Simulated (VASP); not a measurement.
Here is the system:

```
CELL_PARAMETERS angstrom
      2.51920     0.00000     0.00000
     -1.25960     2.18169     0.00000
      0.00000     0.00000     4.16193
ATOMIC_POSITIONS crystal
  Cu 0.33333 0.66667 0.25000
  Cu 0.66667 0.33333 0.75000
```

Computed with r2SCAN meta-GGA with spin-orbit coupling, VASP's PBE PAW potentials (set 64) (plane waves; VASP 6.6.1). Settings: 400 eV cut-off, 15×15×8 Γ-centred mesh, Gaussian smearing of 0.050 eV, potentials Cu.

Q: The job: Cu (space group P6_3/mmc), 2 atoms, r2SCAN+SOC, static run, 400 eV, 15×15×8 Γ-centred mesh. Roughly how much core time does it take on a busy server core?

A: About 20 core-minutes (one run on a shared machine, a rough figure). It had 135 irreducible k-points, 30 bands, up to 868 plane waves and 17 electronic steps.

The structure comes from a computed database's Cu entry (P6_3/mmc); how it stands against other phases isn't given here. It was relaxed first.
